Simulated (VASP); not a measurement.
Calculation: PBEsol GGA, VASP's PBE PAW potentials (set 64) (plane waves; VASP).

VASP ran on this input.

INCAR:
```
SYSTEM = TiAl3
PREC = Accurate
ENCUT = 300
EDIFF = 1E-6
NELM = 100
ALGO = Normal
LREAL = .FALSE.
LASPH = .TRUE.
ISMEAR = 1
SIGMA = 0.272
GGA = PS
LMAXMIX = 4
LWAVE = .FALSE.
LCHARG = .FALSE.
ISIF = 2
```

POSCAR:
```
TiAl3
1
   -1.9076650000     1.9076650000     4.2729650000
    1.9076650000    -1.9076650000     4.2729650000
    1.9076650000     1.9076650000    -4.2729650000
Ti Al
1 3
Direct
  0.0000000000   0.0000000000   0.0000000000
  0.5000000000   0.5000000000   0.0000000000
  0.7500000000   0.2500000000   0.5000000000
  0.2500000000   0.7500000000   0.5000000000
```

File KPOINTS:
```
Automatic mesh
0
Gamma
7 7 7
0 0 0
```

POTCAR, in this order: Ti_sv Al (PBE.64 set). Program: vasp_std.

Output

OUTCAR:
```
 ion  position               nearest neighbor table
   1  0.000  0.000  0.000-   2 2.70   2 2.70   2 2.70   2 2.70   4 2.86   3 2.86   4 2.86   4 2.86
                             3 2.86   3 2.86   4 2.86   3 2.86
   2  0.500  0.500  0.000-   1 2.70   1 2.70   1 2.70   1 2.70   4 2.86   3 2.86   4 2.86   3 2.86
                             4 2.86   4 2.86   3 2.86   3 2.86
   3  0.750  0.250  0.500-   4 2.70   4 2.70   4 2.70   4 2.70   2 2.86   1 2.86   2 2.86   1 2.86
                             2 2.86   2 2.86   1 2.86   1 2.86
   4  0.250  0.750  0.500-   3 2.70   3 2.70   3 2.70   3 2.70   2 2.86   1 2.86   2 2.86   2 2.86
                             1 2.86   1 2.86   2 2.86   1 2.86
  LATTYP: Found a body centered tetragonal cell.
 ALAT       =     3.8153300000
 C/A-ratio  =     2.2398927485
 Subroutine PRICEL returns:
 Original cell was already a primitive cell.
 Subroutine GETGRP returns: Found 16 space group operations
The static configuration has the point symmetry D_4h.
The dynamic configuration has the point symmetry D_4h.
 Subroutine INISYM returns: Found 16 space group operations
 Subroutine IBZKPT returns following result:
 Found     40 irreducible k-points:

 Following reciprocal coordinates:
            Coordinates               Weight
  0.000000  0.000000  0.000000      1.000000
  0.142857  0.000000  0.000000      8.000000
  0.285714  0.000000  0.000000      8.000000
  0.428571  0.000000  0.000000      8.000000
  0.142857  0.142857  0.000000      8.000000
  0.285714  0.142857  0.000000     16.000000
  0.428571  0.142857  0.000000     16.000000
 -0.428571  0.142857  0.000000     16.000000
 -0.285714  0.142857 -0.000000     16.000000
 -0.142857  0.142857  0.000000      4.000000
  0.285714  0.285714  0.000000      8.000000
  0.428571  0.285714  0.000000     16.000000
 -0.428571  0.285714  0.000000     16.000000
 -0.285714  0.285714  0.000000      4.000000
  0.428571  0.428571  0.000000      8.000000
 -0.428571  0.428571  0.000000      4.000000
  0.142857  0.142857  0.142857      8.000000
  0.285714  0.142857  0.142857     16.000000
 -0.142857  0.142857  0.142857      4.000000
  0.285714  0.285714  0.142857      8.000000
  0.428571  0.285714  0.142857      8.000000
 -0.285714  0.285714  0.142857      8.000000
 -0.142857  0.285714  0.142857      8.000000
 -0.428571  0.428571  0.142857      8.000000
 -0.285714  0.428571  0.142857     16.000000
 -0.142857  0.428571  0.142857      8.000000
 -0.428571 -0.428571  0.142857      8.000000
 -0.285714 -0.428571  0.142857     16.000000
 -0.142857 -0.428571  0.142857      8.000000
 -0.285714 -0.285714  0.142857      8.000000
 -0.142857 -0.285714  0.142857      8.000000
 -0.142857 -0.142857  0.142857      2.000000
 -0.285714  0.285714  0.285714      4.000000
 -0.428571  0.428571  0.285714      8.000000
 -0.285714  0.428571  0.285714      8.000000
 -0.428571 -0.428571  0.285714      8.000000
 -0.285714 -0.428571  0.285714      8.000000
 -0.285714 -0.285714  0.285714      2.000000
 -0.428571  0.428571  0.428571      4.000000
 -0.428571 -0.428571  0.428571      2.000000
   k-points           NKPTS =     40   k-points in BZ     NKDIM =     40   number of bands    NBANDS=     14
   number of dos      NEDOS =    301   number of ions     NIONS =      4
   total plane-waves  NPLWV =  27000
   dimension x,y,z NGX =    30 NGY =   30 NGZ =   30
   dimension x,y,z NGXF=    60 NGYF=   60 NGZF=   60
   ions per type =               1   3
   PREC   = accura    normal or accurate (medium, high low for compatibility)
   ISTART =      0    job   : 0-new  1-cont  2-samecut
   ICHARG =      2    charge: 1-file 2-atom 10-const
   ISPIN  =      1    spin polarized calculation?
   LNONCOLLINEAR =      F non collinear calculations
   LSORBIT =      F    spin-orbit coupling
...
```

OSZICAR:
```
       N       E                     dE             d eps       ncg     rms          rms(c)
DAV:   1     0.809141013270E+02    0.80914E+02   -0.70162E+03  1136   0.947E+02
DAV:   2    -0.176722784177E+02   -0.98586E+02   -0.97382E+02  1174   0.270E+02
DAV:   3    -0.242014698510E+02   -0.65292E+01   -0.63527E+01  1742   0.636E+01
DAV:   4    -0.243171272578E+02   -0.11566E+00   -0.11551E+00  1374   0.895E+00
DAV:   5    -0.243206759518E+02   -0.35487E-02   -0.35485E-02  1790   0.142E+00    0.114E+01
DAV:   6    -0.229972302967E+02    0.13234E+01   -0.30306E+01  1694   0.444E+01    0.662E+00
DAV:   7    -0.223013476662E+02    0.69588E+00   -0.97750E+00  1482   0.239E+01    0.308E+00
DAV:   8    -0.222555254233E+02    0.45822E-01   -0.13729E+00  1520   0.102E+01    0.161E+00
DAV:   9    -0.222134760887E+02    0.42049E-01   -0.42962E-01  1572   0.541E+00    0.235E-01
DAV:  10    -0.222140935556E+02   -0.61747E-03   -0.63007E-03  1406   0.687E-01    0.272E-01
DAV:  11    -0.222126922541E+02    0.14013E-02   -0.78705E-03  1612   0.691E-01    0.534E-02
DAV:  12    -0.222126928767E+02   -0.62265E-06   -0.11289E-04  1442   0.839E-02    0.178E-02
DAV:  13    -0.222126908854E+02    0.19913E-05   -0.24435E-05  1684   0.424E-02    0.339E-03
DAV:  14    -0.222126907587E+02    0.12672E-06   -0.13568E-06   972   0.110E-02
   1 F= -.22212691E+02 E0= -.22213621E+02  d E =0.278924E-02
```

**OUTCAR**
```
------------------------ aborting loop because EDIFF is reached ----------------------------------------
  FORCE on cell =-STRESS in cart. coord.  units (eV):
  Direction    XX          YY          ZZ          XY          YZ          ZX
  --------------------------------------------------------------------------------------
  Total       -0.0536639     -0.0536639      0.1402345      0.0000000      0.0000000      0.0000000
  in kB       -1.3822914     -1.3822914      3.6122014      0.0000000      0.0000000      0.0000000
  external PRESSURE =       0.2825395 kB  Pullay stress =       0.0000000 kB
  volume of cell :       62.20
      direct lattice vectors                 reciprocal lattice vectors
    -1.907665000  1.907665000  4.272965000     0.000000000  0.262100526  0.117014766
     1.907665000 -1.907665000  4.272965000     0.262100526  0.000000000  0.117014766
     1.907665000  1.907665000 -4.272965000     0.262100526  0.262100526  0.000000000
 POSITION                                       TOTAL-FORCE (eV/Angst)
 -----------------------------------------------------------------------------------
      0.00000      0.00000      0.00000         0.000000      0.000000      0.000000
      0.00000      0.00000      4.27297         0.000000      0.000000      0.000000
     -0.00000      1.90767      2.13648        -0.000000      0.000000     -0.000000
      1.90767     -0.00000      2.13648         0.000000     -0.000000      0.000000
 -----------------------------------------------------------------------------------
    total drift:                               -0.000000      0.000000      0.000000
  FREE ENERGIE OF THE ION-ELECTRON SYSTEM (eV)
  ---------------------------------------------------
  free  energy   TOTEN  =       -22.2126907587 eV

  energy  without entropy=      -22.2154800003  energy(sigma->0) =      -22.21362051
```
(Selected blocks of OUTCAR.)

### OUTCAR
```
 val. band max:        8.3152323608   @ k =  -0.4286  -0.4286   0.1429

 cond. band min:       8.3526643856   @ k =  -0.1429   0.2857   0.1429


 Fermi energy:         8.3434709616

 k-point     1 :       0.0000    0.0000    0.0000
  band No.  band energies     occupation
      1     -47.8163      2.00000
      2     -24.2621      2.00000
      3     -24.2621      2.00000
      4     -24.1729      2.00000
      5      -1.7876      2.00000
      6       5.4824      2.00000
      7       5.7147      2.00000
      8       6.9061      2.00000
      9       7.1119      2.00000
     10       7.1119      2.00000
     11       9.1905     -0.00010
     12      10.1150     -0.00000
     13      10.1150     -0.00000
     14      10.5826     -0.00000

 k-point     2 :       0.1429    0.0000    0.0000
  band No.  band energies     occupation
      1     -47.8160      2.00000
      2     -24.2681      2.00000
      3     -24.2621      2.00000
      4     -24.1730      2.00000
      5      -1.5323      2.00000
      6       4.7798      2.00000
      7       6.0129      2.00000
      8       6.5497      2.00000
      9       6.9584      2.00000
     10       7.2631      2.00000
     11       8.5940     -0.02980
     12       9.5861     -0.00000
     13      10.3641     -0.00000
     14      10.8246     -0.00000

 k-point     3 :       0.2857    0.0000    0.0000
  band No.  band energies     occupation
      1     -47.8154      2.00000
      2     -24.2804      2.00000
      3     -24.2613      2.00000
      4     -24.1726      2.00000
      5      -0.7821      2.00000
      6       3.6828      2.00000
      7       4.9754      2.00000
      8       6.0650      2.00000
      9       7.4772      2.00006
     10       7.6541      2.00198
     11       8.2317      1.63479
     12       9.4664     -0.00000
     13      10.4600     -0.00000
     14      11.1272     -0.00000

 k-point     4 :       0.4286    0.0000    0.0000
  band No.  band energies     occupation
...
```

At this cut-off the stress carries a Pulay error, which pulls relaxed volumes low.

The structure comes from a computed database's TiAl3 entry; how it stands against other phases isn't given here. The cell was not relaxed at this level. The k-mesh is coarse (spacing up to 0.33 per Å, 2π included), so the numbers may not be converged in it. The run is one of a series of settings (KPOINTS 7×7×7 Γ-centred mesh against the base run), some of them coarse on purpose. The electron count is odd and the run is not spin-polarised, which forces a metal.
